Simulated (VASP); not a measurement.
Consider the following.

```
CELL_PARAMETERS angstrom
      0.00000     2.81922     2.81922
      2.81922     0.00000     2.81922
      2.81922     2.81922     0.00000
ATOMIC_POSITIONS crystal
  Te 0.00000 0.00000 0.00000
  Ti 0.50000 0.50000 0.50000
```

Level of theory: r2SCAN meta-GGA, VASP's PBE PAW potentials (set 64) (plane waves; VASP). Numerical set-up: 480 eV cut-off, 10×10×10 Γ-centred mesh, first-order Methfessel-Paxton smearing of 0.10 eV, potentials Te Ti_sv.

Energy and stress use the plane-wave basis of the starting cell.

Question: The ions, cell shape and volume at an external pressure of 5.0 GPa are relaxed. Predict the relaxed structure.

Answer: 
```
CELL_PARAMETERS angstrom
      0.00000     2.77158     2.77158
      2.77158     0.00000     2.77158
      2.77158     2.77158     0.00000
ATOMIC_POSITIONS crystal
  Te 0.00000 0.00000 0.00000
  Ti 0.50000 0.50000 0.50000
```
Space group Fm-3m (225), at a tolerance of 0.03 Å.

Question: How do energy and volume change from the first to the last step?

Answer: The energy (σ→0) changes by +17.2 meV/atom and the volume by -5.0 %, in 3 ionic steps.

The structure was generated: TiTe was put into the rocksalt type (Fm-3m), which need not be its known phase. This run relaxes it under an external pressure of 5 GPa. Symmetry was kept, so distortions that lower it aren't found. VASP warned that the highest band is occupied, so more bands are needed.
